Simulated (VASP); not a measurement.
OSZICAR of a VASP run on TiB2 (AlB2 type):

OSZICAR:
```
       N       E                     dE             d eps       ncg     rms          rms(c)
DAV:   1     0.106106373696E+03    0.10611E+03   -0.89673E+03  3276   0.153E+03
DAV:   2    -0.399570686238E+02   -0.14606E+03   -0.14327E+03  3331   0.393E+02
DAV:   3    -0.496223621458E+02   -0.96653E+01   -0.95523E+01  4932   0.946E+01
DAV:   4    -0.499469504329E+02   -0.32459E+00   -0.32375E+00  4320   0.161E+01
DAV:   5    -0.499584482565E+02   -0.11498E-01   -0.11547E-01  4888   0.271E+00    0.186E+01
DAV:   6    -0.337433658709E+02    0.16215E+02   -0.46626E+01  4355   0.102E+02    0.288E+00
DAV:   7    -0.326164752761E+02    0.11269E+01   -0.13279E+01  3594   0.489E+01    0.463E+00
DAV:   8    -0.322979078578E+02    0.31857E+00   -0.79766E-01  3864   0.114E+01    0.367E+00
DAV:   9    -0.336624692355E+02   -0.13646E+01   -0.40557E+00  5188   0.168E+01    0.390E+00
DAV:  10    -0.337077194912E+02   -0.45250E-01   -0.16813E-01  3537   0.343E+00    0.420E+00
DAV:  11    -0.324860236635E+02    0.12217E+01   -0.84602E+00  4296   0.272E+01    0.128E+00
DAV:  12    -0.323411073662E+02    0.14492E+00   -0.98229E-01  3746   0.120E+01    0.528E-01
DAV:  13    -0.323544899851E+02   -0.13383E-01   -0.58734E-02  4037   0.258E+00    0.304E-01
DAV:  14    -0.323424245396E+02    0.12065E-01   -0.80853E-03  3851   0.144E+00    0.146E-01
DAV:  15    -0.323386872589E+02    0.37373E-02   -0.13959E-02  4261   0.108E+00    0.203E-01
DAV:  16    -0.323398351790E+02   -0.11479E-02   -0.57750E-03  4951   0.741E-01    0.298E-01
DAV:  17    -0.323394469953E+02    0.38818E-03   -0.23834E-04  3511   0.210E-01    0.262E-01
DAV:  18    -0.323394067506E+02    0.40245E-04   -0.82449E-05  4031   0.104E-01    0.218E-01
DAV:  19    -0.323392044986E+02    0.20225E-03   -0.26974E-04  4286   0.118E-01    0.177E-01
DAV:  20    -0.323391485926E+02    0.55906E-04   -0.80768E-05  4402   0.686E-02    0.146E-01
DAV:  21    -0.323391831404E+02   -0.34548E-04   -0.30603E-05  3296   0.943E-02    0.116E-01
DAV:  22    -0.323392517091E+02   -0.68569E-04   -0.49554E-05  3610   0.107E-01    0.832E-02
DAV:  23    -0.323393534959E+02   -0.10179E-03   -0.67374E-05  3511   0.111E-01    0.109E-02
DAV:  24    -0.323393647289E+02   -0.11233E-04   -0.14961E-05  4231   0.333E-02    0.369E-03
DAV:  25    -0.323393705038E+02   -0.57749E-05   -0.26360E-06  3558   0.183E-02    0.483E-03
DAV:  26    -0.323393667695E+02    0.37343E-05   -0.32622E-07  3352   0.867E-03    0.295E-03
DAV:  27    -0.323393674486E+02   -0.67908E-06   -0.17194E-07  2885   0.470E-03    0.248E-03
DAV:  28    -0.323393651200E+02    0.23286E-05   -0.34127E-08  1683   0.239E-03    0.143E-03
DAV:  29    -0.323393651719E+02   -0.51982E-07   -0.18838E-08  1663   0.153E-03
   1 F= -.32339365E+02 E0= -.32339365E+02  d E =0.000000E+00
       N       E                     dE             ncg
```

Question: Which electronic solver shows in the log?

Answer: It is blocked Davidson (ALGO = Normal, or the opening steps of other solvers). The INCAR had ALGO = Normal.

Question: Can the final energy be trusted as converged?

Answer: The calculation finished and met its thresholds. It stopped with EDIFF = 1E-7, NELM = 100 (MS2 meta-GGA, plane waves, VASP's PBE PAW potentials (set 64)).

The compound is TiB2 in the AlB2 type structure. It was relaxed first.
